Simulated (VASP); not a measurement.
```
PtSe2
1.0
    1.87489    -3.24740     0.00000
    1.87489     3.24740     0.00000
    0.00000     0.00000     6.45836
Pt Se
1 2
Cartesian
  0.00000   0.00000   0.00000
  1.87489   1.08247   1.30834
  1.87489  -1.08247   5.15002
```

All values below come from PBE GGA, VASP's PBE PAW potentials (set 64) (plane waves; VASP). Numerical set-up: 520 eV cut-off, Gaussian smearing of 0.050 eV, potentials Pt Se.

Without a dispersion term in the relaxation, distances and binding between the weakly bound layers, chains or molecules are unreliable, and so is what depends on them. Unless said otherwise, spin-orbit coupling is left out, though it shifts the bands of the heavy elements here.

Problem. Give the energies of bands 3 to 14 at the high-symmetry points, in eV from the valence-band maximum.

Solution. 
```tsv
band	Γ	M	K	A	L	H
3	-5.46	-6.26	-5.51	-5.31	-6.30	-5.46
4	-5.32	-4.85	-5.05	-5.31	-4.86	-5.09
5	-5.32	-4.17	-5.05	-5.10	-4.13	-5.09
6	-3.08	-3.88	-3.70	-3.09	-4.09	-3.66
7	-3.08	-2.57	-3.70	-3.09	-2.58	-3.66
8	-1.66	-2.53	-2.78	-1.41	-2.57	-2.77
9	-0.31	-2.20	-2.38	-1.34	-2.26	-2.57
10	-0.31	-2.14	-1.19	-0.34	-2.08	-1.34
11	-0.23	-1.92	-1.19	-0.34	-1.40	-1.34
12	2.58	1.89	1.24	2.66	2.12	1.74
13	2.58	2.47	1.24	2.66	2.30	1.74
14	4.15	4.64	5.29	5.24	4.35	6.26
```

The gap is indirect, 1.01 eV, from the valence maximum at K-Γ at 0.67 to the conduction minimum at A-L at 0.44.

The compound is PtSe2 in the 1T layered structure. It was relaxed first, which changed the volume by +28 %.
